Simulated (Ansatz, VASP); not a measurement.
**HfTiSi2: VASP beside Ansatz**

One calculation is typed for both programs; each brings its own data sets. How far apart do they land? The cell is invented: As first built, before any earlier steps moved the atoms (in the runner's words): it takes the ZrTiC2 structure with some of its atoms replaced by other elements, volume scaled by an estimate. It may not be a known or stable phase. Of the first pair: The cell is a member of a volume series, scaled by 0.96 from a relaxed one, so a pressure remains. Valence electrons are named where the data sets of a main pair hold unlike numbers.

Calculated with Ansatz 0.2.0; plane waves, with VASP 6.6.1 beside it; single point at PBE with D4 and electric field gradients at PBE with D4.

### 1. Set-up

The structure is trigonal, space group R-3m (No. 166). The conventional cell has a = 3.691 Å, b = 3.691 Å, c = 16.964 Å, α = 90.00°, β = 90.00°, γ = 120.00°. Nearest to Hf lie 6 Si at 2.62 Å. Ti has 6 Si at 2.50 Å nearest. Si has 3 Ti at 2.50 Å and 3 Hf at 2.62 Å nearest. As first built, before any earlier steps moved the atoms (in the runner's words): sites of the ZrTiC2 structure (space group 166) filled with other elements, volume scaled by an estimate. Farther neighbours are not listed.

### 2. Ansatz: single point, PBE with D4, volume scaled by 0.96

Ansatz runs on its default PAW (the set named soft_2) files.

With cell and atoms fixed, the geometry can't cause a difference; cores, projectors, grids and the points listed under the comparison can.

File input.yaml:

```yaml
crystal:
  lattice:
    - [1.8455715953, 1.0655412603, 5.6546659656]
    - [-1.8455715953, 1.0655412603, 5.6546659656]
    - [0.0, -2.1310825108, 5.6546659656]
  atoms:
    - { symbol: Hf, position: [0.5, 0.5, 0.5] }
    - { symbol: Ti, position: [0.0, 0.0, 0.0] }
    - { symbol: Si, position: [0.743783874, 0.743783874, 0.743783874] }
    - { symbol: Si, position: [0.256216126, 0.256216126, 0.256216126] }
hamiltonian:
  xc: pbe
  pseudopotentials: { kind: paw }
  dispersion: d4
kpoints:
  mp_grid: { grid: [8, 8, 8] }
scf:
  occupations: { method: gaussian, width: 0.05 }
  n_extra_bands: 5
output:
  forces: true
  stress: true
  eigenvalues: true
```

On the command line:

```sh
$ ansatz run input.yaml --threads 2 --pin off --max-ram 4608MiB --backend cpu --events-out ev --progress --plain --runs-dir out
```

Numbers of over 12 decimals in the logs are rounded to 6 here.

What it wrote:

```text
basis.fft_grid_basis auto: the FFT boxes are laid along the combinations [[1, 0, -1], [0, 1, -1], [0, 0, 1]] of the cell's own vectors, 3.691, 3.691 and 6.043 Å long. The dense box has 25×25×45 points. Along the cell's own vectors, as sized, it would have 45×45×45, 3.24 times as many. Of the 12 symmetry operations that the crystal satisfies within crystal.symmetry.tolerance (time reversal apart; of a slab, those that [...]
scf.n_extra_bands = 5 over 23 filled bands (N_el = 46.0): the run solves 28 bands
Engine: ansatz 0.2.0, aarch64-unknown-linux-gnu
Pseudopotentials: kind: paw
Pseudopotential: Hf, paw, valence charge 26, recommended cutoff 420 eV (normal), Hf.paw.azcp
Pseudopotential: Ti, paw, valence charge 12, recommended cutoff 420 eV (normal), Ti.paw.azcp
Pseudopotential: Si, paw, valence charge 4, recommended cutoff 420 eV (normal), Si.paw.azcp
Functional definition: PBE
  parameter kappa = 0.804
  parameter beta = 0.066725
  exchange = pbe_x(kappa = kappa, mu = beta*pi^2/3)
  correlation = pbe_c(beta = beta)
Crystal: 4 atoms, lattice volume = 66.721 Å³
Basis set: ecut = 420 eV, 1279 PW (Γ), FFT grids on a1−a3, a2−a3, a3, exchange–correlation on 50×50×90 points (8 copies of the dense FFT grid, shifted against one another)
Bands: 28, of which v1, the nominal top of the filled ones, is band 23 counted from 1 (22 counted from 0)
Symmetry: 12 space group operations
Space group: R-3m (ITA 166), of the structure as read, at distance tolerance 4.1e-5 Å
k-points: 65 of 512
Non-local potential: Hf, projectors of the file, l = 0: 3, l = 1: 2, l = 2: 2, l = 3: 3
Non-local potential: Ti, projectors of the file, l = 0: 3, l = 1: 2, l = 2: 3, l = 3: 1
Non-local potential: Si, projectors of the file, l = 0: 2, l = 1: 2, l = 2: 2
PAW form: soft (Blöchl's): semilocal exchange-correlation on the pseudo side does not see the compensation charge
PAW one-centre angular grid: Hf, 590 points (default); XC on 64 Gauss nodes
PAW one-centre angular grid: Ti, 590 points (default); XC on 64 Gauss nodes
PAW one-centre angular grid: Si, 110 points (default); XC on 64 Gauss nodes
Initial density: superposition of atomic densities (neutral atoms: chi_scale 0, normalization atom), corrected by the library's trained network
Initial wavefunctions: pseudopotential atomic-orbital guess
Functional: x = pbe(κ = 0.804, μ = 0.219515), c = pbe(β = 0.066725)
SCF iter   1: F=—  HF=-19495.811373 eV  |F-HF|=—  |Δ(HF+E_count)|=         —  Δρ=6.55e-3  dr2=4.41e-2  ethr=1.77e-3  ⟨swp⟩=5.6  Hψ=7171  notcnv=0
preconditioner: auto → Kerker (q_TF=auto, 2.564 Å⁻¹)  [metal: Δε(μ)=0.042 eV  Ē_g=9.289 eV  σ=0.050 eV  W_gap=0.43  n_scr=22 (ndim 8)  ℏωp=24.9 eV  f_vac=0.000  D(μ)=0.92/eV (n_scr^D=2)]
SCF iter   2: F=—  HF=-19495.807257 eV  |F-HF|=—  |Δ(HF+E_count)|=   4.12e-3  Δρ=3.54e-3  dr2=1.25e-2  ethr=9.59e-5  ⟨swp⟩=2.0  Hψ=2492  notcnv=0  defer=23
SCF iter   3: F=—  HF=-19495.805570 eV  |F-HF|=—  |Δ(HF+E_count)|=   1.69e-3  Δρ=6.55e-4  dr2=3.10e-4  ethr=2.72e-5  ⟨swp⟩=2.0  Hψ=2288  notcnv=0  defer=24
SCF iter   4: F=—  HF=-19495.805326 eV  |F-HF|=—  |Δ(HF+E_count)|=   2.44e-4  Δρ=3.72e-4  dr2=1.15e-4  ethr=6.73e-7  ⟨swp⟩=2.0  Hψ=3258  notcnv=0  defer=24
SCF iter   5: F=—  HF=-19495.805280 eV  |F-HF|=—  |Δ(HF+E_count)|=   4.57e-5  Δρ=1.26e-4  dr2=1.54e-5  ethr=2.50e-7  ⟨swp⟩=2.0  Hψ=2685  notcnv=0  defer=24
SCF iter   6: F=—  HF=-19495.805281 eV  |F-HF|=—  |Δ(HF+E_count)|=   9.48e-7  Δρ=2.53e-5  dr2=6.61e-7  ethr=3.36e-8  ⟨swp⟩=2.0  Hψ=2859  notcnv=0  defer=24
SCF iter   7: F=-19495.805281 eV  HF=-19495.805281 eV  |F-HF|=6.54e-8  |Δ(HF+E_count)|=   1.08e-8  Δρ=7.22e-6  dr2=5.44e-8  ethr=2.17e-10  ⟨swp⟩=7.6  Hψ=8020  notcnv=0
SCF 1 converged in 7 iterations: F = -19495.805281 eV  dr2 = 5.44e-8
  greatest PAW one-centre occupation: 0.999 electrons in one spin orbital (limit 2), on the Ti atom at site 1 (counted from 0), in its partial waves of l = 0
SCF converged after 7 iterations
Free energy (F): -19495.805281 eV
Harris-Foulkes:  -19495.805281 eV  (|F-HF|=6.54e-8)
Internal energy: -19495.803814 eV  (E = F + TS)
E sigma→0 (E₀):  -19495.804547 eV
Entropy (-TS):   -0.001467 eV (-0.367 meV/atom)
Fermi energy:    14.318024 eV
--- Per-component energies (eV) ---
  E_band       = -183.375106
  E_kinetic    = 783.807517
  E_local      = -7350.088333  (includes V_loc(G=0)·N_el)
  E_nonlocal   = -1181.780148
  E_hartree    = 3402.138296
  E_xc         = -511.699084
  E_vxc        = -486.771213  (∫ρ·V_xc dr)
  E_paw        = -9001.041038  (= ΣΔE_a)
  E_vpaw       = 1247.185250  (= ΣTr[D̂ρ^β])
  E_aug_tail   = 0.000123  (compensation charges beyond the density's cutoff)
  E_ewald      = -5635.856668
  E_disp       = -1.284480  (pairwise vdW)
  E_smearing   = -0.001467  (= −TS)
  E_closure    = 0.000000  (closes the sum)
  Σ components = -19495.805281   (vs F -19495.805281, Δ=0.00e0)
--- Forces (eV/Å), atoms counted from 1 ---
  atom   1  Hf    -0.00000000     0.00000000     0.00000000
  atom   2  Ti     0.00000000     0.00000000     0.00000000
  atom   3  Si     0.00000000    -0.00000000    -0.05712141
  atom   4  Si     0.00000000     0.00000000     0.05712141
  max |Σ_I F_I| component: 6.94e-18 eV/Å
--- Stress (GPa, compression-positive) ---
        5.696781       0.000000       0.000000
        0.000000       5.696781      -0.000000
        0.000000      -0.000000       5.396393
  P = ⅓ Tr σ = 5.5967 GPa (55.967 kbar)
--- Band table (eV; the first three rows and the last of 65) ---
  k-point 0: bands = [... 19 lower, 11.9517, 14.1120, 14.1120, 14.7437, 14.9753, 14.9753, 17.1199, 17.1199, ... 1 higher]
  k-point 1: bands = [... 19 lower, 12.0712, 13.6548, 13.9547, 14.0774, 14.8063, 15.0246, 16.7031, 16.7579, ... 1 higher]
  k-point 2: bands = [... 19 lower, 12.3568, 12.3647, 13.0530, 13.5363, 14.9704, 15.4104, 16.3588, 16.6226, ... 1 higher]
  k-point 64: bands = [... 19 lower, 12.7591, 12.7591, 13.1005, 13.1005, 14.9133, 14.9133, 15.7587, 15.7587, ... 1 higher]
```

Run time: 6.3 s. Hardware: 2 threads of Arm Neoverse N1, shared host; peak memory 0.42 GiB.

The run ends at a pressure of 5.60 GPa, with forces up to 0.057 eV/Å.

### 3. VASP: single point, PBE with D4, volume scaled by 0.96

The same cell, functional, mesh and smearing now go to VASP, with its own data sets.

Lines of VASP's logs that name or quote its potential files are left out, and so is its time.

File INCAR:

```
SYSTEM = HfTiSi2
PREC = Accurate
ENCUT = 400
EDIFF = 1E-06
NELM = 100
ISMEAR = 0
SIGMA = 0.05
LREAL = .FALSE.
ALGO = Normal
GGA = PE
IVDW = 13
NBANDS = 21
LORBIT = 11
LWAVE = .FALSE.
LCHARG = .FALSE.
KPAR = 2
ISIF = 2
```

File POSCAR:

```
HfTiSi2
1.0
    1.8455715953      1.0655412603      5.6546659656
   -1.8455715953      1.0655412603      5.6546659656
    0.0000000000     -2.1310825108      5.6546659656
Hf Ti Si
1 1 2
Direct
    0.5000000000      0.5000000000      0.5000000000
    0.0000000000      0.0000000000      0.0000000000
    0.7437838740      0.7437838740      0.7437838740
    0.2562161260      0.2562161260      0.2562161260
```

File KPOINTS:

```
Automatic mesh
0
Gamma
8 8 8
0 0 0
```

PAW data sets: Hf_pv, Ti_sv and Si (PBE family, release 64).

On the command line:

```sh
$ mpirun -np 2 vasp_std
```

What it wrote:

```text
[banner, memory and clock lines left out]
running    2 mpi-ranks, on    1 nodes
 distrk:  each k-point on    1 cores,    2 groups
 distr:  one band on    1 cores,    1 groups

 POSCAR found type information on POSCAR HfTiSi
 POSCAR found :  3 types and       4 ions
 LDA part: xc-table for (Slater+PW92), standard interpolation
 POSCAR, INCAR and KPOINTS ok, starting setup
 FFT: planning ... GRIDC
 FFT: planning ... GRID_SOFT
 FFT: planning ... GRID
 WAVECAR not read
 entering main loop
       N       E                     dE             d eps       ncg     rms          rms(c)
DAV:   1     0.185412031958E+03    0.18541E+03   -0.12736E+04  2730   0.119E+03
DAV:   2    -0.179210959928E+02   -0.20333E+03   -0.19524E+03  2844   0.341E+02
DAV:   3    -0.332638223540E+02   -0.15343E+02   -0.14733E+02  4329   0.800E+01
DAV:   4    -0.337373756551E+02   -0.47355E+00   -0.47047E+00  3611   0.127E+01
DAV:   5    -0.337504934614E+02   -0.13118E-01   -0.13110E-01  4039   0.218E+00    0.529E+01
DAV:   6    -0.312778442002E+02    0.24726E+01   -0.21325E+01  3597   0.367E+01    0.222E+01
DAV:   7    -0.326595523935E+02   -0.13817E+01   -0.30006E+01  3857   0.430E+01    0.263E+01
DAV:   8    -0.307912860905E+02    0.18683E+01   -0.45040E+00  3656   0.142E+01    0.101E+01
DAV:   9    -0.304632473750E+02    0.32804E+00   -0.16429E+00  3823   0.973E+00    0.142E+00
DAV:  10    -0.304665860000E+02   -0.33386E-02   -0.12634E-01  3451   0.240E+00    0.599E-01
DAV:  11    -0.304688358502E+02   -0.22499E-02   -0.30232E-02  3750   0.143E+00    0.718E-01
DAV:  12    -0.304661628622E+02    0.26730E-02   -0.93746E-03  3643   0.844E-01    0.117E-01
DAV:  13    -0.304661684514E+02   -0.55892E-05   -0.34177E-04  3502   0.124E-01    0.315E-02
DAV:  14    -0.304661682141E+02    0.23732E-06   -0.20918E-05  3745   0.232E-02    0.136E-02
DAV:  15    -0.304661680831E+02    0.13099E-06   -0.14615E-06  2511   0.676E-03
   1 F= -.31750138E+02 E0= -.31749425E+02  d E =-.142451E-02
```

OUTCAR, selected parts (step 3):

```text
ion  position               nearest neighbor table
   1  0.500  0.500  0.500-   4 2.62   3 2.62   4 2.62   4 2.62   3 2.62   3 2.62
   2  0.000  0.000  0.000-   3 2.50   4 2.50   3 2.50   3 2.50   4 2.50   4 2.50
   3  0.744  0.744  0.744-   2 2.50   2 2.50   2 2.50   1 2.62   1 2.62   1 2.62
   4  0.256  0.256  0.256-   2 2.50   2 2.50   2 2.50   1 2.62   1 2.62   1 2.62

  LATTYP: Found a trigonal (rhomboedric) cell.
 ALAT       =     6.0429098846
 COS(alpha) =     0.8134481523

 Subroutine GETGRP returns: Found 12 space group operations
 (whereof 12 operations were pure point group operations)

The static configuration has the point symmetry D_3d.

 Found     65 irreducible k-points:

   k-points           NKPTS =     65   k-points in BZ     NKDIM =     65   number of bands    NBANDS=     21

   dimension x,y,z NGX =    40 NGY =   40 NGZ =   40
   dimension x,y,z NGXF=    80 NGYF=   80 NGZF=   80

   ENCUT  =  400.0 eV  29.40 Ry    5.42 a.u.   9.85  9.85  9.85*2*pi/ulx,y,z

   NELECT =      30.0000    total number of electrons

 k-points in reciprocal lattice and weights: Automatic mesh
   0.00000000  0.00000000  0.00000000       0.002
   0.12500000  0.00000000  0.00000000       0.012
   0.25000000  0.00000000  0.00000000       0.012
   0.37500000  0.00000000 -0.00000000       0.012
   0.50000000  0.00000000  0.00000000       0.006
   0.12500000  0.12500000  0.00000000       0.012
   0.25000000  0.12500000 -0.00000000       0.023
   0.37500000  0.12500000  0.00000000       0.023
   0.50000000  0.12500000 -0.00000000       0.023
[...]
-0.37500000  0.50000000  0.37500000       0.012
   0.50000000  0.50000000  0.50000000       0.002

 average (electrostatic) potential at core
       1 -34.3720       2 -73.0586       3 -80.7737       4 -80.7737

 E-fermi :   7.7424

 k-point     1 :       0.0000    0.0000    0.0000
  band No.  band energies     occupation
    ...
     10       2.2710      2.00000
     11       5.3884      2.00000
     12       5.3884      2.00000
     13       7.5418      2.00000
     14       7.5418      2.00000
     15       8.1724      0.00000
     16       8.4101      0.00000
     17       8.4101      0.00000
     18      10.5523      0.00000
     19      10.5589      0.00000
    ...

 k-point     2 :       0.1250    0.0000    0.0000
  band No.  band energies     occupation
    ...
     11       5.2587      2.00000
     12       5.5069      2.00000
     13       7.0835      2.00000
     14       7.3836      2.00000
     15       7.5074      2.00000
     16       8.2342      0.00000
     17       8.4580      0.00000
     18      10.1254      0.00000
     19      10.1829      0.00000
     20      10.8221      0.00000
    ...

 k-point     3 :       0.2500    0.0000    0.0000
  band No.  band energies     occupation
    ...
     11       4.8930      2.00000
     12       5.7909      2.00000
     13       5.7921      2.00000
     14       6.4837      2.00000
     15       6.9653      2.00000
     16       8.3955      0.00000
     17       8.8396      0.00000
     18       9.7844      0.00000
     19      10.0497      0.00000
     20      10.4039      0.00000
    ...

  DFT-D4 for vdW energy calculation

  Edisp (eV):   -1.28397

  Total       2.35791     2.35791     2.21247     0.00000     0.00000     0.00000
  in kB      56.62123    56.62123    53.12865     0.00000     0.00000     0.00000
  external pressure =       55.46 kB  Pullay stress =        0.00 kB

  energy-cutoff  :      400.00
  volume of cell :       66.72
      direct lattice vectors                 reciprocal lattice vectors
     1.845571595  1.065541260  5.654665966     0.270918777  0.156415029  0.058948368
    -1.845571595  1.065541260  5.654665966    -0.270918777  0.156415029  0.058948368
     0.000000000 -2.131082511  5.654665966     0.000000000 -0.312830058  0.058948369

 POSITION                                       TOTAL-FORCE (eV/Angst)
 -----------------------------------------------------------------------------------
      0.00000      0.00000      8.48200        -0.000000     -0.000000      0.000000
      0.00000      0.00000      0.00000         0.000000      0.000000      0.000000
      0.00000      0.00000     12.61755         0.000000     -0.000000     -0.070336
      0.00000      0.00000      4.34645         0.000000      0.000000      0.070336
 -----------------------------------------------------------------------------------
    total drift:                                0.000000      0.000000     -0.000000

  FREE ENERGIE OF THE ION-ELECTRON SYSTEM (eV)
  ---------------------------------------------------
  free  energy   TOTEN  =       -31.7501377056 eV

  energy  without entropy=      -31.7487131907  energy(sigma->0) =      -31.74942545

 total charge
# of ion       s       p       d       tot
------------------------------------------
    1        0.299   6.439   1.746   8.484
    2        2.174   6.144   2.044  10.362
    3        0.803   0.995   0.000   1.798
    4        0.803   0.995   0.000   1.798
--------------------------------------------------
tot          4.078  14.574   3.790  22.442

[... 3 further parts left out ...]
```

Harder data sets than Hf_pv exist (the GW ones), and pressures, volumes and forces can shift noticeably with them. The scan keeps the cell's shape and the fractional positions fixed. Dispersion corrections of this kind ignore metallic screening and tend to overbind metals.

### 4. Comparison

Known differences besides the potentials themselves: the data sets hold 46 valence electrons in Ansatz (on its default PAW (the set named soft_2) files) and 30 in VASP; the cutoff is 420 eV in Ansatz and 400 eV in VASP; VASP leaves aspherical gradient terms in its spheres out (LASPH is not set), Ansatz keeps them. Total energies have different zeros and are not compared.

Compared:

| quantity | Ansatz | VASP | difference |
| --- | --- | --- | --- |
| pressure (GPa) | 5.60 | 5.55 | +0.05 |

Forces (eV/Å; atoms numbered as in POSCAR):

| atom | Ansatz x, y, z | VASP x, y, z |
| --- | --- | --- |
| Hf1 | 0.000, 0.000, 0.000 | 0.000, 0.000, 0.000 |
| Ti2 | 0.000, 0.000, 0.000 | 0.000, 0.000, 0.000 |
| Si3 | 0.000, 0.000, -0.057 | 0.000, 0.000, -0.070 |
| Si4 | 0.000, 0.000, 0.057 | 0.000, 0.000, 0.070 |

The forces differ by 5.4 meV/Å r.m.s., which is 18.8 % of the r.m.s. force of 0.029 eV/Å (both taken over all components). Ansatz's pressure holds a Pulay correction of 0.03 GPa; VASP's holds none.

### 5. VASP: single point, PBE with D4, volume scaled by 1.06

With cell and atoms fixed, the geometry can't cause a difference; cores, projectors, grids and the points listed under the comparison can. The cell compared in this pair holds 73.67 Å³, against 66.72 Å³ for the pair before.

INCAR is that of step 3.

File POSCAR:

```
HfTiSi2
1.0
    1.9075493171      1.1013241148      5.8445601506
   -1.9075493171      1.1013241148      5.8445601506
    0.0000000000     -2.2026482194      5.8445601506
Hf Ti Si
1 1 2
Direct
    0.5000000000      0.5000000000      0.5000000000
    0.0000000000      0.0000000000      0.0000000000
    0.7437838740      0.7437838740      0.7437838740
    0.2562161260      0.2562161260      0.2562161260
```

KPOINTS is that of step 3.

On the command line:

```sh
$ mpirun -np 2 vasp_std
```

What it wrote:

```text
[... set-up lines as in an earlier step ...]
 entering main loop
       N       E                     dE             d eps       ncg     rms          rms(c)
DAV:   1     0.179365987561E+03    0.17937E+03   -0.12729E+04  2738   0.117E+03
DAV:   2    -0.192508892477E+02   -0.19862E+03   -0.19112E+03  2883   0.334E+02
DAV:   3    -0.338545473981E+02   -0.14604E+02   -0.14097E+02  4356   0.781E+01
DAV:   4    -0.342843599825E+02   -0.42981E+00   -0.42776E+00  3727   0.120E+01
[...]
DAV:  13    -0.305505465767E+02    0.11399E-04   -0.40615E-04  3502   0.133E-01    0.321E-02
DAV:  14    -0.305505471066E+02   -0.52988E-06   -0.19397E-05  3653   0.236E-02    0.995E-03
DAV:  15    -0.305505469691E+02    0.13745E-06   -0.13933E-06  2766   0.819E-03
   1 F= -.31715996E+02 E0= -.31715620E+02  d E =-.751685E-03
```

OUTCAR, selected parts (step 5):

```text
  Edisp (eV):   -1.16545

  Total      -3.03937    -3.03937    -2.83569     0.00000    -0.00000     0.00000
  in kB     -66.09972   -66.09972   -61.67016     0.00000    -0.00000     0.00000
  external pressure =      -64.62 kB  Pullay stress =        0.00 kB

 POSITION                                       TOTAL-FORCE (eV/Angst)
 -----------------------------------------------------------------------------------
      0.00000      0.00000      8.76684         0.000000      0.000000     -0.000000
      0.00000      0.00000      0.00000        -0.000000      0.000000     -0.000000
      0.00000      0.00000     13.04127        -0.000000      0.000000      0.082984
      0.00000      0.00000      4.49241        -0.000000     -0.000000     -0.082984
 -----------------------------------------------------------------------------------
    total drift:                                0.000000     -0.000000     -0.000000

  FREE ENERGIE OF THE ION-ELECTRON SYSTEM (eV)
  ---------------------------------------------------
  free  energy   TOTEN  =       -31.7159957589 eV

  energy  without entropy=      -31.7152440738  energy(sigma->0) =      -31.71561992

[... 1 part as in an earlier step ...]

[... 2 further parts left out ...]
[key lines of the parts left out:]
E-fermi :   6.7615
```

The run ends at a pressure of -6.46 GPa, with forces up to 0.083 eV/Å.

(Part 1 of 2 ends here.)

[Lines on the potential files, build, host, timing and source positions are cut from VASP's logs without a mark.]

[Logs are printed without paths, hosts, clocks, repeated set-up lines and the standing remarks that a program may print on its own settings, such as how far it seeks lower states.]

[Hosts, paths, dates, database ids (printed as entryN), source tags and the programs' standing remarks are cut or masked in the printed files.]
